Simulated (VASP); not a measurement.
All values below come from PBEsol GGA, VASP's PBE PAW potentials (set 64) (plane waves; VASP 6.6.1).

VASP input:

INCAR:
```
LREAL = .False.   # projection in real space or not
ALGO = Normal   # blocked Davidson
LASPH = .True.   # aspherical one-centre terms
ISMEAR = -1
ISIF = 2
EDIFF = 1E-6
ENCUT = 400
SYSTEM = Li3Au
LWAVE = .False.
LCHARG = .False.
LMAXMIX = 6   # l cut-off of mixed one-centre charges
SIGMA = 0.05   # width (eV)
PREC = Accurate
NELM = 100   # most electronic steps
GGA = PS   # PBEsol
```

### KPOINTS
```
Automatic mesh
0
Gamma
12 12 12
0 0 0
```

File POSCAR:
```
Li3Au
1
    0.0000000000     3.1067250000     3.1067250000
    3.1067250000     0.0000000000     3.1067250000
    3.1067250000     3.1067250000     0.0000000000
Li Au
3 1
Direct
  0.2500000000   0.2500000000   0.2500000000
  0.7500000000   0.7500000000   0.7500000000
  0.5000000000   0.5000000000   0.5000000000
  0.0000000000   0.0000000000   0.0000000000
```

POTCAR, in this order: Li_sv Au (PBE.64 set). Program: vasp_std.

What VASP printed:

### OSZICAR
```
       N       E                     dE             d eps       ncg     rms          rms(c)
DAV:   1     0.887666949725E+02    0.88767E+02   -0.82364E+03  2032   0.125E+03
DAV:   2    -0.687717553233E+00   -0.89454E+02   -0.85358E+02  2304   0.273E+02
DAV:   3    -0.121767423843E+02   -0.11489E+02   -0.11414E+02  3918   0.587E+01
DAV:   4    -0.124122965006E+02   -0.23555E+00   -0.23545E+00  2436   0.132E+01
DAV:   5    -0.124201321317E+02   -0.78356E-02   -0.78354E-02  3280   0.175E+00    0.662E+00
DAV:   6    -0.113904806063E+02    0.10297E+01   -0.58876E+00  2100   0.189E+01    0.217E+00
DAV:   7    -0.113380406124E+02    0.52440E-01   -0.27385E-01  2338   0.441E+00    0.645E-01
DAV:   8    -0.113241205516E+02    0.13920E-01   -0.16014E-02  2626   0.948E-01    0.276E-01
DAV:   9    -0.113220235030E+02    0.20970E-02   -0.70679E-03  2952   0.655E-01    0.795E-02
DAV:  10    -0.113220546821E+02   -0.31179E-04   -0.33258E-04  2532   0.146E-01    0.182E-02
DAV:  11    -0.113220519275E+02    0.27546E-05   -0.26595E-05  2978   0.472E-02    0.367E-03
DAV:  12    -0.113220537421E+02   -0.18146E-05   -0.88753E-07  1802   0.918E-03    0.184E-03
DAV:  13    -0.113220531097E+02    0.63237E-06   -0.16591E-07  1488   0.392E-03
   1 F= -.11322053E+02 E0= -.11316698E+02  d E =-.107093E-01
```

**OUTCAR**
```
------------------------ aborting loop because EDIFF is reached ----------------------------------------
  FORCE on cell =-STRESS in cart. coord.  units (eV):
  Direction    XX          YY          ZZ          XY          YZ          ZX
  --------------------------------------------------------------------------------------
  Total       -1.2977720     -1.2977720     -1.2977720     -0.0000000     -0.0000000     -0.0000000
  in kB      -34.6713331    -34.6713331    -34.6713331     -0.0000000     -0.0000000     -0.0000000
  external PRESSURE =     -34.6713331 kB  Pullay stress =       0.0000000 kB
  volume of cell :       59.97
      direct lattice vectors                 reciprocal lattice vectors
     0.000000000  3.106725000  3.106725000    -0.160941184  0.160941184  0.160941184
     3.106725000  0.000000000  3.106725000     0.160941184 -0.160941184  0.160941184
     3.106725000  3.106725000  0.000000000     0.160941184  0.160941184 -0.160941184
 POSITION                                       TOTAL-FORCE (eV/Angst)
 -----------------------------------------------------------------------------------
      1.55336      1.55336      1.55336         0.000000     -0.000000     -0.000000
      4.66009      4.66009      4.66009         0.000000      0.000000      0.000000
      3.10672      3.10672      3.10672        -0.000000     -0.000000     -0.000000
      0.00000      0.00000      0.00000        -0.000000     -0.000000     -0.000000
 -----------------------------------------------------------------------------------
    total drift:                                0.000000     -0.000000      0.000000
  FREE ENERGIE OF THE ION-ELECTRON SYSTEM (eV)
  ---------------------------------------------------
  free  energy   TOTEN  =       -11.3220531097 eV

  energy  without entropy=      -11.3113438267  energy(sigma->0) =      -11.31669847
```
(Selected blocks of OUTCAR.)

At this cut-off the stress carries a Pulay error, which pulls relaxed volumes low.

The structure comes from a computed database's Li3Au entry; how it stands against other phases isn't given here. The cell was not relaxed at this level.
